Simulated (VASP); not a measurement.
VASP ran on this input.

INCAR:
```
SYSTEM = CaF2
PREC = Accurate
ENCUT = 530
EDIFF = 1E-6
NELM = 100
ALGO = Normal
LREAL = .FALSE.
LASPH = .TRUE.
ISMEAR = 0
SIGMA = 0.05
METAGGA = R2SCAN
LMIXTAU = .TRUE.
LWAVE = .FALSE.
LCHARG = .FALSE.
IBRION = 2
ISIF = 3
NSW = 60
EDIFFG = -0.02
```

KPOINTS:
```
Automatic mesh
0
Gamma
6 6 6
0 0 0
```

**POSCAR**
```
CaF2
1
   -0.0000000000     2.7129691334     2.7129691334
    2.7129691334     0.0000000000     2.7129691334
    2.7129691334     2.7129691334     0.0000000000
Ca F
1 2
Direct
  1.0000000000   0.0000000000   0.0000000000
  0.2500000000   0.2500000000   0.2500000000
  0.7500000000   0.7500000000   0.7500000000
```

POTCAR, in this order: Ca_sv F (PBE.64 set). Program: vasp_std.

**Question.** Write an equivalent input for Ansatz.

**Answer.** One equivalent input (not run):
Ansatz 0.2 input:
```yaml
crystal:
  lattice:
    - [0.0000000, 2.7129691, 2.7129691]
    - [2.7129691, 0.0000000, 2.7129691]
    - [2.7129691, 2.7129691, 0.0000000]
  atoms:
    - { symbol: Ca, position: [1.0000000, 0.0000000, 0.0000000] }
    - { symbol: F, position: [0.2500000, 0.2500000, 0.2500000] }
    - { symbol: F, position: [0.7500000, 0.7500000, 0.7500000] }
kpoints:
  mp_grid: { grid: [6, 6, 6] }
hamiltonian:
  xc: r2scan
  pseudopotentials: { kind: paw }
scf:
  occupations: { method: gaussian, width: 0.05 }
  max_iter: 100
relax:
  max_steps: 60
  f_tol: 0.02
  cell: {}
output: { forces: true, stress: true, eigenvalues: true }
```
What does not carry over: each code has its own PAW files, so the cut-off isn't converted (ENCUT is set for VASP's; basis.ecutwfc is left out, and Ansatz then takes the one that its files recommend); Ansatz stops its SCF on the density residual and VASP on the energy change (EDIFF).

The compound is CaF2 in the fluorite structure. This run relaxes it. Symmetry was kept, so distortions that lower it aren't found. The start is the result of an earlier pass.
